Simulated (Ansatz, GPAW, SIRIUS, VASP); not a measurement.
**Ta3AsAu2O13: programs and potentials compared**

```
Ta As Au O
1.0
     5.24237    3.02668    4.14273
    -5.24237    3.02668    4.14273
     0.00000   -6.05337    4.14273
Ta As Au O
3 1 2 13
Cartesian
  -1.7887 1.0327 4.2854
  0.0000 -2.0655 4.2854
  1.7887 1.0327 4.2854
  0.0000 0.0000 6.9446
  0.0000 0.0000 12.0005
  0.0000 0.0000 9.3342
  -1.3566 0.7832 6.1532
  0.0000 -1.5665 6.1532
  1.3566 0.7832 6.1532
  2.5380 -0.6359 3.6068
  -0.7183 2.5159 3.6068
  -1.8197 -1.8800 3.6068
  1.8197 -1.8800 3.6068
  -2.5380 -0.6359 3.6068
  0.7183 2.5159 3.6068
  -3.3469 1.9323 4.0073
  0.0000 -3.8647 4.0073
  3.3469 1.9323 4.0073
  0.0000 0.0000 3.8329
```

The cell comes from a database or a generator and needn't be the stable form of this composition.

Alike in all runs: task single point; functional PBE; k mesh 4 × 4 × 4; occupations fermi-dirac, width 0.05 eV; no spin polarisation; no spin-orbit coupling. Pressure is positive in compression and, in plane waves, holds the error of the finite cutoff.

| program and potentials | plane-wave cutoff (eV) | notes | pressure (GPa) | largest force (eV/Å) |
| --- | --- | --- | --- | --- |
| GPAW, GPAW PAW data sets (gpaw-data 1.2.1) | 800 | 7.58 valence electrons an atom on average | 0.76 | 0.264 |
| VASP, PBE PAW files As, Au, O, Ta_pv, 520 eV | 520 | 7.26 valence electrons an atom on average | 0.59 | 0.340 |
| Ansatz, all-electron LAPW, scalar-relativistic | - | - | ? | - |
| SIRIUS, PseudoDojo 0.4.1 PBE standard (scalar relativistic) | 1152 | 8.95 valence electrons an atom on average | -0.46 | 0.146 |

Task: Estimate from the other rows what the run with Ansatz, all-electron LAPW, scalar-relativistic gave.

Result: Pressure 0.00 GPa. The other rows, which needn't bracket it: pressure -0.46 to 0.76; largest force 0.146 to 0.340.
